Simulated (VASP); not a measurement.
All values below come from PBE GGA + U (Dudarev), VASP's PBE PAW potentials (set 64) (plane waves; VASP).

The input files of a VASP run:

File POSCAR:
```
NiSb
1
    2.0091170000    -3.3216480000     0.0000000000
    2.0091170000     3.3216480000     0.0000000000
    0.0000000000     0.0000000000     5.1233900000
Ni Sb
2 2
Direct
  0.0000000000   0.0000000000   0.5000000000
  0.0000000000   0.0000000000   0.0000000000
  0.3333330000   0.6666670000   0.2500000000
  0.6797060000   0.3463720000   0.7500000000
```

### INCAR
```
# general
SYSTEM    = NiSb
PREC      = Accurate
ENCUT     = 400
LREAL     = .FALSE.
LASPH     = .TRUE.

# electronic loop
EDIFF     = 1E-6
NELM      = 100
ALGO      = Normal
LMAXMIX   = 4

# smearing
ISMEAR    = 1
SIGMA     = 0.1

# functional
GGA       = PE

# DFT+U
LDAU      = .TRUE.
LDAUTYPE  = 2
LDAUL     = 2 -1
LDAUU     = 8.0 0
LDAUJ     = 0 0
LDAUPRINT = 1

# ions
ISIF      = 2

# output
LWAVE     = .FALSE.
LCHARG    = .FALSE.
LORBIT    = 10
```

**KPOINTS**
```
Automatic mesh
0
Gamma
8 8 6
0 0 0
```

POTCAR, in this order: Ni Sb (PBE.64 set). Program: vasp_std.

Output

### OUTCAR
```
 ion  position               nearest neighbor table
   1  0.000  0.000  0.500-   3 2.56   4 2.56   2 2.56   2 2.56   4 2.59   3 2.63   3 2.63   4 2.67
  LATTYP: Found a base centered orthorhombic cell.
 ALAT       =     4.0182340000
 B/A-ratio  =     1.6532874890
 C/A-ratio  =     1.2750352518
 Subroutine PRICEL returns:
 Original cell was already a primitive cell.
 Subroutine GETGRP returns: Found  2 space group operations
The static configuration has the point symmetry C_1 .
 The point group associated with its full space group is C_1h.
The dynamic configuration has the point symmetry C_1 .
 Subroutine INISYM returns: Found  2 space group operations
 Subroutine IBZKPT returns following result:
 Found    136 irreducible k-points:

 Following reciprocal coordinates:
            Coordinates               Weight
  0.000000  0.000000  0.000000      1.000000
  0.125000 -0.000000  0.000000      2.000000
 -0.000000  0.125000  0.000000      2.000000
  0.250000 -0.000000  0.000000      2.000000
 -0.000000  0.250000  0.000000      2.000000
  0.375000 -0.000000  0.000000      2.000000
 -0.000000  0.375000  0.000000      2.000000
  0.500000 -0.000000  0.000000      1.000000
 -0.000000  0.500000  0.000000      1.000000
  0.125000  0.125000  0.000000      2.000000
  0.250000  0.125000  0.000000      2.000000
  0.125000  0.250000  0.000000      2.000000
  0.375000  0.125000  0.000000      2.000000
  0.125000  0.375000  0.000000      2.000000
  0.500000  0.125000  0.000000      2.000000
  0.125000  0.500000  0.000000      2.000000
 -0.375000  0.125000  0.000000      2.000000
  0.125000 -0.375000  0.000000      2.000000
 -0.250000  0.125000  0.000000      2.000000
  0.125000 -0.250000  0.000000      2.000000
 -0.125000  0.125000  0.000000      2.000000
  0.250000  0.250000  0.000000      2.000000
...
```

### OSZICAR
```
       N       E                     dE             d eps       ncg     rms          rms(c)
DAV:   1     0.158470213397E+03    0.15847E+03   -0.11077E+04  5168   0.135E+03
DAV:   2    -0.297134478681E+01   -0.16144E+03   -0.15777E+03  5287   0.289E+02
DAV:   3    -0.115848279070E+02   -0.86135E+01   -0.84925E+01  5705   0.921E+01
DAV:   4    -0.117288639256E+02   -0.14404E+00   -0.14369E+00  5598   0.111E+01
DAV:   5    -0.117323799319E+02   -0.35160E-02   -0.35158E-02  5863   0.175E+00    0.857E+00
DAV:   6    -0.114586617433E+02    0.27372E+00   -0.39081E-01  6392   0.607E+00    0.528E+00
DAV:   7    -0.114885423329E+02   -0.29881E-01   -0.10744E+00  5812   0.171E+01    0.227E+00
DAV:   8    -0.114203593512E+02    0.68183E-01   -0.37577E-01  5624   0.121E+01    0.406E-01
DAV:   9    -0.114265364580E+02   -0.61771E-02   -0.21117E-02  6952   0.196E+00    0.306E-01
DAV:  10    -0.114283259795E+02   -0.17895E-02   -0.59385E-03  7167   0.102E+00    0.118E-01
DAV:  11    -0.114290548503E+02   -0.72887E-03   -0.19111E-03  7765   0.640E-01    0.442E-02
DAV:  12    -0.114292370650E+02   -0.18221E-03   -0.74512E-04  7296   0.378E-01    0.366E-02
DAV:  13    -0.114292445365E+02   -0.74715E-05   -0.19529E-04  5857   0.148E-01    0.714E-03
DAV:  14    -0.114292480176E+02   -0.34811E-05   -0.22277E-05  5894   0.640E-02    0.518E-03
DAV:  15    -0.114292486612E+02   -0.64354E-06   -0.31976E-06  4857   0.184E-02
   1 F= -.11429249E+02 E0= -.11429286E+02  d E =0.110912E-03
```

File OUTCAR:
```
------------------------ aborting loop because EDIFF is reached ----------------------------------------
  FORCE on cell =-STRESS in cart. coord.  units (eV):
  Direction    XX          YY          ZZ          XY          YZ          ZX
  --------------------------------------------------------------------------------------
  Total       -3.2944113     -0.7824600     -1.5435299      0.1897275      0.0000000      0.0000000
  in kB      -77.1866429    -18.3327014    -36.1642422      4.4452348      0.0000000      0.0000000
  external PRESSURE =     -43.8945289 kB  Pullay stress =       0.0000000 kB
  volume of cell :       68.38
      direct lattice vectors                 reciprocal lattice vectors
     2.009117000 -3.321648000  0.000000000     0.248865546 -0.150527690  0.000000000
     2.009117000  3.321648000  0.000000000     0.248865546  0.150527690  0.000000000
     0.000000000  0.000000000  5.123390000     0.000000000  0.000000000  0.195183267
 POSITION                                       TOTAL-FORCE (eV/Angst)
 -----------------------------------------------------------------------------------
      0.00000      0.00000      2.56169         0.113407      0.008205     -0.008875
      0.00000      0.00000      0.00000         0.113407      0.008205      0.008875
      2.00912      1.10722      1.28085         0.026386     -0.214404      0.000000
      2.06151     -1.10722      3.84254        -0.253200      0.197995      0.000000
 -----------------------------------------------------------------------------------
    total drift:                                0.000034      0.000012     -0.000000
  FREE ENERGIE OF THE ION-ELECTRON SYSTEM (eV)
  ---------------------------------------------------
  free  energy   TOTEN  =       -11.4292486612 eV

  energy  without entropy=      -11.4293595728  energy(sigma->0) =      -11.42928563

 total charge

# of ion       s       p       d       tot
------------------------------------------
    1        0.405   0.423   8.919   9.747
    2        0.405   0.423   8.919   9.747
    3        1.146   1.178   0.064   2.389
    4        1.147   1.179   0.064   2.390
--------------------------------------------------
tot          3.103   3.203  17.966  24.272
```
(Selected blocks of OUTCAR.)

The compound is NiSb in the NiAs type structure. The cell was not relaxed at this level, atoms are displaced from their ideal sites. The run is one of a series of settings (LDAU = .TRUE., LDAUJ = 0 0, LDAUL = 2 -1, LDAUTYPE = 2, LDAUU = 8.0 0 against the base run), some of them coarse on purpose. The run is not spin-polarised, so no magnetic state was tried.
